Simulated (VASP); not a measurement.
Given:

```
AgBr
1.0
    0.00000     2.83334     2.83334
    2.83334     0.00000     2.83334
    2.83334     2.83334     0.00000
Ag Br
1 1
Cartesian
  2.83334   0.00000   2.83334
  2.83334   2.83334   2.83334
```

Calculation: PBEsol GGA, VASP's PBE PAW potentials (set 64) (plane waves; VASP). Run with 400 eV cut-off, Gaussian smearing of 0.050 eV, potentials Ag Br.

### Question
Estimate the band gap (along the path) with the smallest direct gap where there is one.

### Answer

```yaml
band gap (along the path): 0.50 eV
smallest direct gap (along the path): 2.59 eV
```

Only differences to runs with the same potentials and settings are physical.

The compound is AgBr in the rock salt structure. It was relaxed first, which changed the volume by -5 %.
